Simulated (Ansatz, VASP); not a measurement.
**Rb3Ag: VASP beside Ansatz**

```xyz
4
Lattice="-2.9463 2.9463 6.5814 2.9463 -2.9463 6.5814 2.9463 2.9463 -6.5814" Properties=species:S:1:pos:R:3 pbc="T T T"
Rb    0.0000    0.0000    6.5814
Rb    2.9463    0.0000    3.2907
Rb    0.0000    2.9463    3.2907
Ag    0.0000    0.0000    0.0000
```

Alike in both runs: task single point; functional PBE; k mesh 4 × 4 × 4; occupations gaussian, width 0.1 eV; no spin polarisation.

|  | VASP | Ansatz |
| --- | --- | --- |
| version | VASP 6.6.1 | Ansatz 0.2.0 |
| potentials or method | VASP PAW PBE potentials, release 64 (Rb_sv, Ag) | scalar-relativistic, plane waves, PAW |
| plane-wave cutoff (eV) | 520 | 420 |
| valence electrons in the cell | 38 | 46 |

```tsv
	VASP	Ansatz	Ansatz less VASP
gap on the k mesh at the Fermi level (eV)	none	none	-
pressure (GPa)	0.0	0.0	0.00
largest component of the traceless stress (GPa)	0.19	0.19	0.000
```

A gap of «none» marks a metal or a gap that the smearing closes. The two sets of potentials don't hold the same shells in valence.

Caveats: the k mesh is coarse (spacing up to 0.38 Å⁻¹), so the values aren't converged.
